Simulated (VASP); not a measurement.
A cell of Zn (hcp) near equilibrium:

```
Zn
1.0
    1.33565    -2.31342     0.00000
    1.33565     2.31342     0.00000
    0.00000     0.00000     4.85334
Zn
2
Direct
  0.33333   0.66667   0.25000
  0.66667   0.33333   0.75000
```

Method: PBE GGA, VASP's PBE PAW potentials (set 64) (plane waves; VASP).

| run | ΔE (meV/atom) | σxx | σyy | σzz | largest shear component, with its sign (GPa) | largest force (eV/Å) |
|---|---|---|---|---|---|---|
| as it is | 0.0 | 0.64 | 0.64 | 0.34 | 0.00 | 0.000 |
| after one change | 10.4 | 5.01 | 5.01 | 3.62 | 0.00 | 0.000 |
Stress is in GPa, positive when the cell is compressed.

**Question.** Which change was made?
A) biaxial strain of -3.0 % in the yz plane
B) isotropic strain of -1.5 %
C) uniaxial strain of +1.0 % along x
D) atom 2 (Zn) moved by -0.075 Å along x

**Answer.** B, isotropic strain of -1.5 %

The compound is Zn in the hcp structure.
